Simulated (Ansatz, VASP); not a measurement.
# TaGeI: VASP beside Ansatz

```
Ta Ge I
1.0
     3.64835    0.00000    0.00000
     0.00000    3.64835    0.00000
     0.00000    0.00000   10.77212
Ta Ge I
2 2 2
Direct
  0.50000 0.00000 0.18289
  0.00000 0.50000 0.81711
  0.50000 0.50000 0.00000
  0.00000 0.00000 0.00000
  0.50000 0.00000 0.67505
  0.00000 0.50000 0.32495
```

Change from the starting cell: species swapped into the MnCoSb type (P4/nmm, No. 129).

Alike in both runs: functional PBE; k mesh 4 × 4 × 4; occupations gaussian, width 0.1 eV; no spin polarisation.

Ansatz relaxed the structure, and its values are those at the end. VASP's run is a single point on that final structure, the one shown.

|  | VASP | Ansatz |
| --- | --- | --- |
| version | VASP 6.6.1 | Ansatz 0.2.0 |
| potentials or method | VASP PAW PBE potentials, release 64 (Ta_pv, Ge_d, I) | scalar-relativistic, plane waves, PAW |
| plane-wave cutoff (eV) | 520 | 420 |
| valence electrons in the cell | 64 | 88 |

|  | VASP | Ansatz | Ansatz less VASP |
| --- | --- | --- | --- |
| gap on the k mesh at the Fermi level (eV) | none | none | - |
| pressure (GPa) | 0.1 | 0.1 | -0.05 |
| rms of the force components (eV/Å) | 0.006 | 0.006 | -0.0007 |

A gap of «none» marks a metal or a gap that the smearing closes. The two sets of potentials don't hold the same shells in valence.

Caveats: the k mesh is coarse (spacing up to 0.43 Å⁻¹), so the values aren't converged; this functional lacks dispersion, which binds the layers, so the pressure and a relaxed spacing across them are unreliable. The runs have no spin-orbit coupling, so splittings on I, Ta are missing.
